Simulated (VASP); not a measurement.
VASP input:

**POSCAR**
```
ZrSe2
1
    1.9026731125    -3.2955267385     0.0000000000
    1.9026731125     3.2955267385     0.0000000000
    0.0000000000     0.0000000000     7.9900411042
Zr Se
1 2
Direct
  0.0000000000   0.0000000000   0.0000000000
  0.3333330000   0.6666670000   0.1960375351
  0.6666670000   0.3333330000   0.8039624649
```

KPOINTS:
```
kpoints
0
G
  7 7 3
0 0 0
```

**INCAR**
```
SYSTEM = ZrSe2
PREC = Accurate
ENCUT = 520
EDIFF = 1E-7
NELM = 100
ALGO = Normal
LREAL = .FALSE.
LASPH = .TRUE.
ISMEAR = 0
SIGMA = 0.05
GGA = RP
LMAXMIX = 4
LWAVE = .FALSE.
LCHARG = .FALSE.
ISIF = 4
IBRION = 2
NSW = 30
EDIFFG = -0.01
```

POTCAR, in this order: Zr_sv Se (PBE.64 set). Program: vasp_std.

### Question
Translate this RPBE calculation to Quantum ESPRESSO's pw.x.

### Answer
One equivalent input (not run):
```
&CONTROL
  calculation = 'vc-relax'
  pseudo_dir = './pseudo'
  outdir = './out'
  tprnfor = .true.
  tstress = .true.
  nstep = 30
  forc_conv_thr = 0.00039
/
&SYSTEM
  ibrav = 0
  nat = 3
  ntyp = 2
  ecutwfc = 86
  occupations = 'smearing'
  smearing = 'gaussian'
  degauss = 0.003675
  input_dft = 'rpbe'
/
&ELECTRONS
  conv_thr = 7.3e-09
  electron_maxstep = 100
/
&IONS
/
&CELL
  cell_dofree = 'shape'
/
ATOMIC_SPECIES
  Zr 91.224 Zr.upf
  Se 78.971 Se.upf
CELL_PARAMETERS angstrom
     1.9026731   -3.2955267    0.0000000
     1.9026731    3.2955267    0.0000000
     0.0000000    0.0000000    7.9900411
ATOMIC_POSITIONS crystal
  Zr   0.0000000  0.0000000  0.0000000
  Se   0.3333330  0.6666670  0.1960375
  Se   0.6666670  0.3333330  0.8039625
K_POINTS automatic
  7 7 3 0 0 0
```
What does not carry over: the potentials are each code's own (VASP's PAW set, PseudoDojo norm-conserving files in pw.x), so ENCUT and ecutwfc are chosen apart and not converted; conv_thr bounds pw.x's estimated SCF error, while EDIFF bounds the energy change between steps; forc_conv_thr acts on force components and is met together with etot_conv_thr.

The compound is ZrSe2 in the 1T layered structure. This cell is one point of a volume scan, at 0.97 of the reference volume. Symmetry was kept, so distortions that lower it aren't found.
